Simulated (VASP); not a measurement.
Data:

```yaml
crystal:
  lattice:
    - [0.00000, 2.83881, 2.83881]
    - [2.83881, 0.00000, 2.83881]
    - [2.83881, 2.83881, 0.00000]
  atoms:
    - { symbol: Ge, position: [0.00000, 0.00000, 0.00000] }
    - { symbol: Ge, position: [0.25000, 0.25000, 0.25000] }
```

Calculation: revPBE GGA, VASP's PBE PAW potentials (set 64) (plane waves; VASP). Run with 520 eV cut-off, 11×11×11 Γ-centred mesh, first-order Methfessel-Paxton smearing of 0.10 eV, potentials Ge_d.

What does the run give for the energy per atom (σ→0), pressure, band gap (on the k-mesh) with the smallest direct gap where there is one?

```yaml
band gap (on the k-mesh): none (metal, semimetal or under 0.01 eV)
energy per atom (σ→0): -4.215 eV/atom
pressure: 4.06 GPa
```

The compound is Ge in the diamond structure. This cell is one point of a volume scan, at 0.94 of the reference volume.
